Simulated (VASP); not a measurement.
A run of VASP 6.6.1:

File INCAR:

```
PREC = Accurate
ENCUT = 520
EDIFF = 1E-7
ISMEAR = -1
SIGMA = 0.05
LREAL = False
LASPH = True
NELM = 60
ALGO = Normal
ISIF = 2
LWAVE = False
LCHARG = True
GGA = PS
LELF = True
LVHAR = True
NBANDS = 21
```

KPOINTS

```
Automatic mesh
0
Gamma
  10 10 6
```

The input POSCAR:

```
MoW
1.0
    1.5792827000     -2.2342993900      0.0000000000
    1.5792827000      2.2342993900      0.0000000000
    0.0000000000      0.0000000000      4.4865940400
W Mo
1 1
Direct
    0.5000000000      0.5000000000      0.5000000000
    0.0000000000      0.0000000000      0.0000000000
```

Potentials or basis: VASP PAW PBE potentials, release 64 (W_sv, Mo_sv).

Command:

```bash
$ cat potpaw_PBE.64/W_sv/POTCAR potpaw_PBE.64/Mo_sv/POTCAR > POTCAR
$ mpirun -np 1 vasp_std > vasp.out
```

Hardware: 1 thread of Intel(R) Xeon(R) 6975P-C (Granite Rapids), on a shared host.

Question: Estimate the wall time of this run.

Answer: Wall time 26 s on 1 thread of Intel(R) Xeon(R) 6975P-C (Granite Rapids), on a shared host, peak memory 0.2 GiB. Counts: scf iterations 14, k points 124.
